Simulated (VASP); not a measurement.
# BiPd3 (Fm-3m) in VASP: notebook

The runs below take BiPd3 through single point, with LDA.

Everything below comes from runs of VASP 6.6.1. Logs are shortened: lines on timing, memory, paths and dates and some standing lists are left out, and cuts for length are marked.

### 1 Starting point

Symmetry: Fm-3m, No. 225, cubic system. Conventional cell: a = 6.526 Å, b = 6.526 Å, c = 6.526 Å, α = 90.00°, β = 90.00°, γ = 90.00°. Bi (site symmetry m-3m) is surrounded by 8 Pd at 2.83 Å. Pd (site symmetry -43m) is surrounded by 4 Bi at 2.83 Å and 4 Pd at 2.83 Å. Pd (site symmetry m-3m) is surrounded by 8 Pd at 2.83 Å.

The cell comes from a database or a generator and needn't be the stable form of this composition.

### 2 Single point, LDA

Input file INCAR:

```
PREC = Accurate
ENCUT = 520
EDIFF = 1E-7
ISMEAR = -1
SIGMA = 0.1
LREAL = False
LASPH = True
NELM = 100
ALGO = Fast
ISIF = 2
LWAVE = False
LCHARG = False
NBANDS = 30
```

Input file KPOINTS:

```
Automatic mesh
0
Gamma
  7 7 7
```

Input file POSCAR:

```
BiPd3
1.0
    0.0000000000      3.2630900000      3.2630900000
    3.2630900000      0.0000000000      3.2630900000
    3.2630900000      3.2630900000      0.0000000000
Bi Pd
1 3
Direct
    0.5000000000      0.5000000000      0.5000000000
    0.7500000000      0.7500000000      0.7500000000
    0.2500000000      0.2500000000      0.2500000000
    0.0000000000      0.0000000000      0.0000000000
```

Potentials or basis: VASP PAW LDA potentials, release 64 (Bi_d, Pd).

Started as:

```bash
> cat potpaw_LDA.64/Bi_d/POTCAR potpaw_LDA.64/Pd/POTCAR > POTCAR
> mpirun -np 1 vasp_std > vasp.out
```

OUTCAR:

```text
PREC = Accurate
   ENCUT = 520
   EDIFF = 1E-7
   ISMEAR = -1
   LREAL = False
   LASPH = True
   NELM = 100
   ISIF = 2

 ion  position               nearest neighbor table
   1  0.500  0.500  0.500-   3 2.83   3 2.83   3 2.83   2 2.83   3 2.83   2 2.83   2 2.83   2 2.83
                             4 3.26   4 3.26   4 3.26   4 3.26   4 3.26   4 3.26
   2  0.750  0.750  0.750-   1 2.83   1 2.83   1 2.83   1 2.83   4 2.83   4 2.83   4 2.83   4 2.83
                             3 3.26   3 3.26   3 3.26   3 3.26   3 3.26   3 3.26
   3  0.250  0.250  0.250-   4 2.83   4 2.83   4 2.83   1 2.83   4 2.83   1 2.83   1 2.83   1 2.83
                             2 3.26   2 3.26   2 3.26   2 3.26   2 3.26   2 3.26
   4  0.000  0.000  0.000-   2 2.83   2 2.83   2 2.83   2 2.83   3 2.83   3 2.83   3 2.83   3 2.83
                             1 3.26   1 3.26   1 3.26   1 3.26   1 3.26   1 3.26

  LATTYP: Found a face centered cubic cell.
 ALAT       =     6.5261800000

  Lattice vectors:

 A1 = (   0.0000000000,   3.2630900000,   3.2630900000)
 A2 = (   3.2630900000,   0.0000000000,   3.2630900000)
 A3 = (   3.2630900000,   3.2630900000,   0.0000000000)

Analysis of symmetry for initial positions (statically):
=====================================================================
 Subroutine PRICEL returns:
 Original cell was already a primitive cell.

 Routine SETGRP: Setting up the symmetry group for a
 face centered cubic supercell.

 Subroutine GETGRP returns: Found 48 space group operations
 (whereof 48 operations were pure point group operations)
 out of a pool of 48 trial point group operations.

The static configuration has the point symmetry O_h .

Analysis of symmetry for dynamics (positions and initial velocities):
=====================================================================
 Subroutine PRICEL returns:
 Original cell was already a primitive cell.

 Routine SETGRP: Setting up the symmetry group for a
 face centered cubic supercell.

 Subroutine GETGRP returns: Found 48 space group operations
 (whereof 48 operations were pure point group operations)
 out of a pool of 48 trial point group operations.

The dynamic configuration has the point symmetry O_h .

 Subroutine INISYM returns: Found 48 space group operations
 (whereof 48 operations are pure point group operations),
 and found     1 'primitive' translations

----------------------------------------------------------------------------------------

                                     Primitive cell

  volume of cell :      69.4892

  direct lattice vectors                    reciprocal lattice vectors
     0.000000000  3.263090000  3.263090000    -0.153228995  0.153228995  0.153228995
     3.263090000  0.000000000  3.263090000     0.153228995 -0.153228995  0.153228995
[... 92 lines left out ...]
   POTIM  = 0.5000    time-step for ionic-motion
   TEBEG  =    0.0;   TEEND  =   0.0 temperature during run
   PSTRESS=    0.0 pullay stress
   NELECT =      45.0000    total number of electrons
   NUPDOWN=      -1.0000    fix difference up-down
   EMIN   =  10.00;   EMAX   =-10.00  energy-range for DOS
   EFERMI =   0.00;   METHOD = LEGACY
   ISMEAR =    -1;   SIGMA  =   0.10  broadening in eV -4-tet -1-fermi 0-gaus
   EFERMI_NEDOS =   21; number of points for ismear=-14 and -15
   IALGO  =     68    algorithm
   IMIX   =      4    mixing-type and parameters
     AMIX     =   0.40;   BMIX     =  1.00
     AMIX_MAG =   1.60;   BMIX_MAG =  1.00
  volume/ion in A,a.u.               =      17.37       117.23
  Fermi-wavevector in a.u.,A,eV,Ry     =   1.416359  2.676530 27.294270  2.006072
  Thomas-Fermi vector in A             =   2.537702
   LORBIT       =      0    0 simple, 1 ext, 2 COOP (PROOUT), +10 PAW based schemes
   GGA     = CA    functional components
   LHFCALC =     F    Hartree Fock is set to
   AEXX    =    0.0000 exact exchange contribution
   IVDW    =     0    specifies the selected vdW correction
   LEPSILON=     F    determine dielectric tensor
   LRPA    =     F    only Hartree local field effects (RPA)
 non-spin polarized calculation
 RMM-DIIS sequential band-by-band and
  energy-cutoff  :      520.00
  volume of cell :       69.49
 maximum number of plane-waves:      1899
 NGX is ok and might be reduce to    36
   NGX = 17   NGY = 17   NGZ = 17

 number of electron      44.9999996 magnetization

 Free energy of the ion-electron system (eV)
  ---------------------------------------------------
  ext. energy  EPLUGINS =         0.00000000
  ---------------------------------------------------
  free energy    TOTEN  =       -24.91342946 eV

  energy without entropy =      -24.83614224  energy(sigma->0) =      -24.87478585

 E-fermi :   9.8531     XC(G=0): -12.8137

 val. band max:        9.8199841592   @ k =  -0.2857   0.1429   0.0000
 cond. band min:       9.8621888386   @ k =  -0.4286   0.2857   0.1429
 fundamental gap:      0.0422046794
 Fermi energy:         9.8531319863

 k-point     1 :       0.0000    0.0000    0.0000
  band No.  band energies     occupation
      1     -12.9034      2.00000
      2     -12.9034      2.00000
      3     -12.9034      2.00000
      4     -12.8653      2.00000
      5     -12.8653      2.00000
      6      -2.4367      2.00000
[... 649 lines left out ...]
     29      19.1165      0.00000
     30      19.7249      0.00000

------------------------ aborting loop because EDIFF is reached ----------------------------------------

  FORCE on cell =-STRESS in cart. coord.  units (eV):
  Direction    XX          YY          ZZ          XY          YZ          ZX
  --------------------------------------------------------------------------------------
  -------------------------------------------------------------------------------------
  Total       -3.1442782     -3.1442782     -3.1442782      0.0000000      0.0000000     -0.0000000
  in kB      -72.4960589    -72.4960589    -72.4960589      0.0000000      0.0000000     -0.0000000
  external PRESSURE =     -72.4960589 kB  Pullay stress =       0.0000000 kB

 VOLUME and BASIS-vectors are now :
 -----------------------------------------------------------------------------
  energy-cutoff  :      520.00
  volume of cell :       69.49
      direct lattice vectors                 reciprocal lattice vectors
     0.000000000  3.263090000  3.263090000    -0.153228995  0.153228995  0.153228995
     3.263090000  0.000000000  3.263090000     0.153228995 -0.153228995  0.153228995
     3.263090000  3.263090000  0.000000000     0.153228995  0.153228995 -0.153228995

 POSITION                                       TOTAL-FORCE (eV/Angst)
 -----------------------------------------------------------------------------------
      3.26309      3.26309      3.26309         0.000000      0.000000      0.000000
      4.89464      4.89464      4.89464        -0.000000     -0.000000     -0.000000
      1.63155      1.63155      1.63155         0.000000      0.000000      0.000000
      0.00000      0.00000      0.00000         0.000000      0.000000      0.000000
 -----------------------------------------------------------------------------------
    total drift:                                0.000000      0.000000      0.000000

  FREE ENERGIE OF THE ION-ELECTRON SYSTEM (eV)
  ---------------------------------------------------
  free  energy   TOTEN  =       -24.9134294630 eV

  energy  without entropy=      -24.8361422439  energy(sigma->0) =      -24.87478585
```

OSZICAR:

```text
N       E                     dE             d eps       ncg     rms          rms(c)
DAV:   1     0.424022089605E+03    0.42402E+03   -0.22058E+04  1200   0.169E+03
DAV:   2     0.662700595195E+01   -0.41740E+03   -0.39776E+03  1248   0.457E+02
DAV:   3    -0.244722971954E+02   -0.31099E+02   -0.30121E+02  1354   0.125E+02
DAV:   4    -0.253590721934E+02   -0.88677E+00   -0.88557E+00  1338   0.208E+01
DAV:   5    -0.253956545252E+02   -0.36582E-01   -0.36581E-01  1752   0.434E+00    0.944E+00
RMM:   6    -0.250026018625E+02    0.39305E+00   -0.10344E+00  1253   0.680E+00    0.494E+00
RMM:   7    -0.249486196122E+02    0.53982E-01   -0.20670E-01  1366   0.294E+00    0.282E+00
RMM:   8    -0.249210054162E+02    0.27614E-01   -0.76748E-02  1351   0.169E+00    0.130E+00
RMM:   9    -0.249140388085E+02    0.69666E-02   -0.15327E-02  1545   0.952E-01    0.306E-01
RMM:  10    -0.249133727282E+02    0.66608E-03   -0.22666E-03  1736   0.478E-01    0.463E-02
RMM:  11    -0.249134127973E+02   -0.40069E-04   -0.75057E-04  1731   0.191E-01    0.212E-02
RMM:  12    -0.249134276351E+02   -0.14838E-04   -0.17971E-04  2046   0.856E-02    0.145E-02
RMM:  13    -0.249134312749E+02   -0.36398E-05   -0.30320E-05  1439   0.490E-02    0.107E-02
RMM:  14    -0.249134289243E+02    0.23506E-05   -0.13227E-05  1586   0.310E-02    0.150E-03
RMM:  15    -0.249134294232E+02   -0.49894E-06   -0.53349E-06  2027   0.139E-02    0.148E-03
RMM:  16    -0.249134294630E+02   -0.39803E-07   -0.39939E-07   980   0.393E-03
   1 F= -.24913429E+02 E0= -.24874786E+02  d E =-.772872E-01
```

stdout:

```text
POSCAR found type information on POSCAR BiPd
 POSCAR found :  2 types and       4 ions
 scaLAPACK will be used
 LDA part: xc-table for (Slater(with rela. corr.)+CA(PZ))
 , standard interpolation
 POSCAR, INCAR and KPOINTS ok, starting setup
 FFT: planning ... GRIDC
 FFT: planning ... GRID_SOFT
 FFT: planning ... GRID
 WAVECAR not read
 entering main loop
```

Run time: 42 s. Hardware: 1 thread of Intel Xeon Platinum 8488C (Sapphire Rapids), shared host; peak memory 0.19 GiB.

Results:

| Quantity | Value |
| --- | --- |
| Free energy | -24.9134 eV |
| Pressure | -7.2 GPa |
| Band gap on the k mesh | none (metal or under the smearing width) |

Levels at points of the mesh, in eV from the Fermi level:
```csv
k point,band 20,band 21,band 22,band 23,band 24,band 25
"(0.00, 0.00, 0.00)",-1.09,-1.09,-0.95,2.75,2.75,2.75
```

Caveat: spin-orbit coupling is left out, which moves the levels of the heavy elements.

### 3 Single point, LDA

Input file INCAR:

```
ALGO = Normal
EDIFF = 1E-7
ENCUT = 520
ISIF = 2
ISMEAR = -1
LASPH = True
LCHARG = True
LELF = True
LREAL = False
LVHAR = True
LWAVE = False
NBANDS = 30
NELM = 100
PREC = Accurate
SIGMA = 0.1
```

Input file KPOINTS:

```
k-points
0
Gamma
  7 7 7
```

POSCAR is that of step 2.

Potentials or basis: VASP PAW LDA potentials, release 64 (Bi_d, Pd).

Started as:

```bash
> cat potpaw_LDA.64/Bi_d/POTCAR potpaw_LDA.64/Pd/POTCAR > POTCAR
> mpirun -np 1 vasp_std > vasp.out
```

It took 34 s on 1 thread of Intel Xeon Platinum 8488C (Sapphire Rapids), shared host; peak memory 0.19 GiB.

Results (log left out):

| Item | Value |
| --- | --- |
| Free energy | -24.9134 eV |
| Pressure | -7.3 GPa |
| Band gap on the k mesh | none (metal or under the smearing width) |

Levels at points of the mesh, in eV from the Fermi level:
```csv
k point,band 20,band 21,band 22,band 23,band 24,band 25
"(0.00, 0.00, 0.00)",-1.09,-1.09,-0.95,2.75,2.75,2.75
```

Caveat: spin-orbit coupling is left out, which moves the levels of the heavy elements.
